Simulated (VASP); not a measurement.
Output of a VASP run:

### OSZICAR
```
...
DAV:   1     0.115354757013E+03    0.11535E+03   -0.84926E+03  2016   0.160E+03
DAV:   2    -0.143530791594E+02   -0.12971E+03   -0.12359E+03  2116   0.376E+02
DAV:   3    -0.238570432981E+02   -0.95040E+01   -0.90925E+01  2656   0.969E+01
DAV:   4    -0.243083819613E+02   -0.45134E+00   -0.45089E+00  2684   0.201E+01
DAV:   5    -0.243194011188E+02   -0.11019E-01   -0.11019E-01  2720   0.287E+00    0.187E+01
DAV:   6    -0.193681390223E+02    0.49513E+01   -0.32102E+01  2400   0.704E+01    0.716E+00
DAV:   7    -0.187485223777E+02    0.61962E+00   -0.47968E+00  2448   0.282E+01    0.494E+00
DAV:   8    -0.187135855647E+02    0.34937E-01   -0.14284E-01  2156   0.506E+00    0.303E+00
DAV:   9    -0.187142016969E+02   -0.61613E-03   -0.15554E-01  2292   0.501E+00    0.831E-01
DAV:  10    -0.187107676309E+02    0.34341E-02   -0.17188E-02  2872   0.189E+00    0.589E-01
DAV:  11    -0.187092463168E+02    0.15213E-02   -0.73710E-03  2156   0.132E+00    0.117E-01
DAV:  12    -0.187092436993E+02    0.26175E-05   -0.51510E-04  2200   0.326E-01    0.391E-02
DAV:  13    -0.187092292602E+02    0.14439E-04   -0.29540E-05  2944   0.791E-02    0.145E-02
DAV:  14    -0.187092279254E+02    0.13348E-05   -0.30602E-06  2156   0.156E-02    0.314E-03
DAV:  15    -0.187092277469E+02    0.17850E-06   -0.39781E-07  1088   0.102E-02
   1 F= -.19311863E+02 E0= -.19311801E+02  d E =-.193119E+02
       N       E                     dE             d eps       ncg     rms          rms(c)
DAV:   1    -0.189719090210E+02   -0.26268E+00   -0.68474E+00  2036   0.424E+01    0.540E+00
DAV:   2    -0.187133992643E+02    0.25851E+00   -0.12103E+00  2160   0.180E+01    0.151E+00
DAV:   3    -0.186699408228E+02    0.43458E-01   -0.18242E-01  2292   0.460E+00    0.645E-01
DAV:   4    -0.186694470569E+02    0.49377E-03   -0.73798E-02  2164   0.293E+00    0.365E-01
DAV:   5    -0.186735365421E+02   -0.40895E-02   -0.59859E-03  2392   0.889E-01    0.147E-01
DAV:   6    -0.186761332549E+02   -0.25967E-02   -0.57963E-03  3036   0.390E-01    0.118E-01
DAV:   7    -0.186764128619E+02   -0.27961E-03   -0.45817E-04  2272   0.205E-01    0.155E-02
DAV:   8    -0.186764034273E+02    0.94346E-05   -0.32360E-05  2340   0.530E-02    0.230E-02
DAV:   9    -0.186764171118E+02   -0.13685E-04   -0.15643E-05  2132   0.447E-02    0.242E-03
DAV:  10    -0.186764173398E+02   -0.22798E-06   -0.36262E-06  2672   0.117E-02
   2 F= -.19307591E+02 E0= -.19307492E+02  d E =0.427203E-02
       N       E                     dE             d eps       ncg     rms          rms(c)
DAV:   1    -0.188051859109E+02   -0.12877E+00   -0.22949E+00  2036   0.252E+01    0.327E+00
DAV:   2    -0.187226946625E+02    0.82491E-01   -0.56029E-01  2240   0.115E+01    0.102E+00
DAV:   3    -0.186994683411E+02    0.23226E-01   -0.86880E-02  2284   0.341E+00    0.371E-01
DAV:   4    -0.186998484345E+02   -0.38009E-03   -0.24607E-02  2144   0.156E+00    0.199E-01
DAV:   5    -0.187019020376E+02   -0.20536E-02   -0.30188E-03  2576   0.479E-01    0.781E-02
DAV:   6    -0.187023122416E+02   -0.41020E-03   -0.11021E-03  2792   0.181E-01    0.552E-02
DAV:   7    -0.187023882239E+02   -0.75982E-04   -0.35224E-04  2420   0.178E-01    0.637E-02
DAV:   8    -0.187023937142E+02   -0.54903E-05   -0.11383E-04  2100   0.131E-01    0.699E-03
DAV:   9    -0.187023954857E+02   -0.17716E-05   -0.34144E-06  2384   0.179E-02    0.569E-03
DAV:  10    -0.187023950646E+02    0.42118E-06   -0.17523E-06  1728   0.910E-03
   3 F= -.19317093E+02 E0= -.19317019E+02  d E =-.522997E-02
```

File OUTCAR:
```
------------------------ aborting loop because EDIFF is reached ----------------------------------------
 Edisp (eV)   -0.61470
  FORCE on cell =-STRESS in cart. coord.  units (eV):
  Direction    XX          YY          ZZ          XY          YZ          ZX
  --------------------------------------------------------------------------------------
  Total      -0.00172    -0.00172    -0.00172     0.00000     0.00000    -0.00000
  in kB      -0.13814    -0.13814    -0.13814     0.00000     0.00000    -0.00000
  external pressure =       -0.14 kB  Pullay stress =        0.00 kB
  volume of cell :       19.94
      direct lattice vectors                 reciprocal lattice vectors
     0.000000000  2.152130177  2.152130177    -0.232327954  0.232327954  0.232327954
     2.152130177  0.000000000  2.152130177     0.232327954 -0.232327954  0.232327954
     2.152130177  2.152130177 -0.000000000     0.232327954  0.232327954 -0.232327954
 POSITION                                       TOTAL-FORCE (eV/Angst)
 -----------------------------------------------------------------------------------
      0.00000      0.00000      0.00000         0.000000      0.000000     -0.000000
      2.15213      2.15213      2.15213        -0.000000     -0.000000      0.000000
 -----------------------------------------------------------------------------------
    total drift:                                0.000000     -0.000000     -0.000000
  FREE ENERGIE OF THE ION-ELECTRON SYSTEM (eV)
  ---------------------------------------------------
  free  energy   TOTEN  =       -19.3170932891 eV

  energy  without entropy=      -19.3168714970  energy(sigma->0) =      -19.31701936

 reached required accuracy - stopping structural energy minimisation
```
(Selected blocks of OUTCAR.)

File POSCAR:
```
TiC
1
    0.0000000000     2.1650000000     2.1650000000
    2.1650000000     0.0000000000     2.1650000000
    2.1650000000     2.1650000000     0.0000000000
Ti C
1 1
Direct
  0.0000000000   0.0000000000   0.0000000000
  0.5000000000   0.5000000000   0.5000000000
```

Problem. Reconstruct the remaining input files.

Solution. One answer among several that fit: the input of the run itself, PBE GGA with D3 dispersion (zero damping), plane waves, VASP's PBE PAW potentials (set 64).

**INCAR**
```
! general
SYSTEM  = TiC
PREC    = Accurate
ENCUT   = 520   ! plane-wave cut-off (eV)
LREAL   = .FALSE.
LASPH   = .TRUE.   ! aspherical one-centre terms

! electronic loop
EDIFF   = 1E-6   ! SCF stop (eV)
NELM    = 100
ALGO    = Normal
LMAXMIX = 4

! smearing
ISMEAR  = 1
SIGMA   = 0.1

! functional
GGA     = PE   ! PBE
IVDW    = 11

! ions
IBRION  = 2
NSW     = 60   ! most ionic steps
ISIF    = 3
EDIFFG  = -0.01

! output
LWAVE   = .FALSE.
LCHARG  = .FALSE.
```

KPOINTS:
```
kpoints
0
Gamma
13 13 13
```

POTCAR, in this order: Ti_sv C (PBE.64 set). Program: vasp_std.

The compound is TiC in the rock salt structure. This run relaxes it. Symmetry was kept, so distortions that lower it aren't found.
